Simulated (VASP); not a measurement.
Here is the system:

```
CELL_PARAMETERS angstrom
      0.00000     3.17705     3.17705
      3.17705     0.00000     3.17705
      3.17705     3.17705     0.00000
ATOMIC_POSITIONS crystal
  Hg 0.00000 0.00000 0.00000
  Te 0.25000 0.25000 0.25000
```

Calculation: SCAN meta-GGA, VASP's PBE PAW potentials (set 64) (plane waves; VASP 6.6.1). Numerical set-up: 520 eV cut-off, 10×10×10 Γ-centred mesh, first-order Methfessel-Paxton smearing of 0.10 eV, potentials Hg Te.

Task: Give the stress tensor in GPa (positive for a compressed cell).

Result: 
```
3.06  0.00  0.00
0.00  3.06  0.00
0.00  0.00  3.06
```
The pressure is its mean diagonal, 3.06 GPa.

The compound is HgTe in the zinc blende structure. This cell is one point of a volume scan, at 0.94 of the reference volume.
